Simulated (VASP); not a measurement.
Output of a VASP run:

### OSZICAR
```
       N       E                     dE             d eps       ncg     rms          rms(c)
DAV:   1     0.167606695365E+03    0.16761E+03   -0.18429E+04  2008   0.155E+03
DAV:   2    -0.437489781947E+02   -0.21136E+03   -0.20493E+03  2724   0.325E+02
DAV:   3    -0.508543141708E+02   -0.71053E+01   -0.70841E+01  2400   0.635E+01
DAV:   4    -0.509087130600E+02   -0.54399E-01   -0.54339E-01  2372   0.636E+00
DAV:   5    -0.509093197919E+02   -0.60673E-03   -0.60665E-03  2328   0.652E-01    0.173E+01
DAV:   6    -0.462553221920E+02    0.46540E+01   -0.18502E+01  2236   0.305E+01    0.775E+00
DAV:   7    -0.462802530953E+02   -0.24931E-01   -0.52583E-01  2372   0.513E+00    0.293E+00
DAV:   8    -0.462952673654E+02   -0.15014E-01   -0.18806E-02  2256   0.141E+00    0.109E+00
DAV:   9    -0.463019375288E+02   -0.66702E-02   -0.82606E-03  2316   0.987E-01    0.269E-01
DAV:  10    -0.463021653519E+02   -0.22782E-03   -0.72446E-04  2336   0.225E-01    0.467E-02
DAV:  11    -0.463021271589E+02    0.38193E-04   -0.17406E-04  2312   0.100E-01    0.652E-03
DAV:  12    -0.463021285198E+02   -0.13609E-05   -0.89717E-06  2368   0.223E-02    0.486E-03
DAV:  13    -0.463021283487E+02    0.17109E-06   -0.14432E-06  2348   0.927E-03    0.295E-03
DAV:  14    -0.463021283812E+02   -0.32537E-07   -0.37507E-08  1332   0.172E-03
   1 F= -.47904356E+02 E0= -.47904356E+02  d E =0.000000E+00
```

**OUTCAR**
```
------------------------ aborting loop because EDIFF is reached ----------------------------------------
  Edisp (eV):   -1.60223
  FORCE on cell =-STRESS in cart. coord.  units (eV):
  Direction    XX          YY          ZZ          XY          YZ          ZX
  --------------------------------------------------------------------------------------
  Total       0.01220     0.01220    -0.10783     0.00000     0.00000     0.00000
  in kB       0.41228     0.41228    -3.64377     0.00000     0.00000     0.00000
  external pressure =       -0.94 kB  Pullay stress =        0.00 kB
  volume of cell :       47.42
      direct lattice vectors                 reciprocal lattice vectors
     4.200929182  0.000000000  0.000000000     0.238042575  0.000000000  0.000000000
     0.000000000  4.200929182  0.000000000     0.000000000  0.238042575  0.000000000
     0.000000000  0.000000000  2.686739795     0.000000000  0.000000000  0.372198306
 POSITION                                       TOTAL-FORCE (eV/Angst)
 -----------------------------------------------------------------------------------
      0.00000      0.00000      0.00000        -0.000000      0.000000     -0.000000
      2.10046      2.10046      1.34337        -0.000000      0.000000     -0.000000
      1.28572      1.28572      0.00000        -0.008090     -0.008090      0.000000
      3.38618      0.81475      1.34337        -0.008090      0.008090     -0.000000
      0.81475      3.38618      1.34337         0.008090     -0.008090      0.000000
      2.91521      2.91521      0.00000         0.008090      0.008090     -0.000000
 -----------------------------------------------------------------------------------
    total drift:                                0.000000     -0.000000      0.000000
  FREE ENERGIE OF THE ION-ELECTRON SYSTEM (eV)
  ---------------------------------------------------
  free  energy   TOTEN  =       -47.9043555186 eV

  energy  without entropy=      -47.9043555186  energy(sigma->0) =      -47.90435552

 total charge

# of ion       s       p       d       tot
------------------------------------------
    1        0.585   0.860   0.000   1.445
    2        0.585   0.860   0.000   1.445
    3        1.549   3.679   0.000   5.228
    4        1.549   3.679   0.000   5.228
    5        1.549   3.679   0.000   5.228
    6        1.549   3.679   0.000   5.228
--------------------------------------------------
tot          7.369  16.434   0.000  23.803

 Electric field gradients after diagonalization (V/A^2)
 (convention: |V_zz| > |V_xx| > |V_yy|)
----------------------------------------------------------------------
 ion       V_xx      V_yy      V_zz     asymmetry (V_yy - V_xx)/ V_zz
----------------------------------------------------------------------
   1     -16.898    -3.075    19.973       0.692
   2     -16.898    -3.075    19.973       0.692
   3      64.036    48.242  -112.278       0.141
   4      64.036    48.242  -112.278       0.141
   5      64.036    48.242  -112.278       0.141
   6      64.036    48.242  -112.278       0.141
```
(Selected blocks of OUTCAR.)

### POSCAR
```
SiO2
1
    4.2009291816     0.0000000000     0.0000000000
    0.0000000000     4.2009291816     0.0000000000
    0.0000000000     0.0000000000     2.6867397953
Si O
2 4
Direct
  0.0000000000   0.0000000000   0.0000000000
  0.5000000000   0.5000000000   0.5000000000
  0.3060559635   0.3060559635   0.0000000000
  0.8060559635   0.1939440365   0.5000000000
  0.1939440365   0.8060559635   0.5000000000
  0.6939440365   0.6939440365   0.0000000000
```

Problem. Write an INCAR and KPOINTS that could have produced this output.

Solution. Several could match; the one computed here: the input of the run itself, PBE GGA with D4 dispersion, plane waves, VASP's PBE PAW potentials (set 64).

File KPOINTS:
```
K-points
0
G
6 6 9
```

### INCAR
```
! general
SYSTEM  =  SiO2
PREC    =  Accurate
ENCUT   =  520
LREAL   =  F
LASPH   =  T

! electronic loop
EDIFF   =  1E-7
NELM    =  100
ALGO    =  Normal

! smearing
ISMEAR  =  -5

! functional
GGA     =  PE
IVDW    =  13

! ions
ISIF    =  2

! output
LWAVE   =  F
LCHARG  =  T
LORBIT  =  11
NEDOS   =  601

! other
LEFG    =  T
```

POTCAR, in this order: Si O (PBE.64 set). Program: vasp_std.

The compound is SiO2 in the rutile structure, stishovite, a high-pressure form. It was relaxed first.
